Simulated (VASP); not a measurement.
Given:

```
NiSb
1.0
    3.41900     0.00000     0.00000
    0.00000     3.41900     0.00000
    0.00000     0.00000     3.41900
Ni Sb
1 1
Direct
  0.00000   0.00000   0.00000
  0.50000   0.50000   0.50000
```
Starting moments (μB, in the order of the record's atoms Ni Sb): 2.0 0.0.

These are PBEsol GGA, VASP's PBE PAW potentials (set 64) (plane waves; VASP) values and carry that method's errors. Run with 400 eV cut-off, 10×10×10 Γ-centred mesh, first-order Methfessel-Paxton smearing of 0.10 eV, potentials Ni Sb.

Energy and stress use the plane-wave basis of the starting cell.

Problem. The ions, cell shape and volume are relaxed. What does this cell relax into?

Solution. 
```
NiSb
1.0
    3.21419     0.00000     0.00000
    0.00000     3.21419     0.00000
    0.00000     0.00000     3.21419
Ni Sb
1 1
Direct
  0.00000   0.00000   0.00000
  0.50000   0.50000   0.50000
```
Space group Pm-3m (221), at a tolerance of 0.03 Å. The cell ends with 0.00 μB, on the sites 0.00 0.00 μB.

Problem. How do energy and volume change from the first to the last step?

Solution. The energy (σ→0) changes by -189.1 meV/atom and the volume by -16.9 %, in 6 ionic steps.

The structure was generated: NiSb was put into the CsCl type type (Pm-3m), which need not be its known phase. This run relaxes it. Symmetry was kept, so distortions that lower it aren't found.
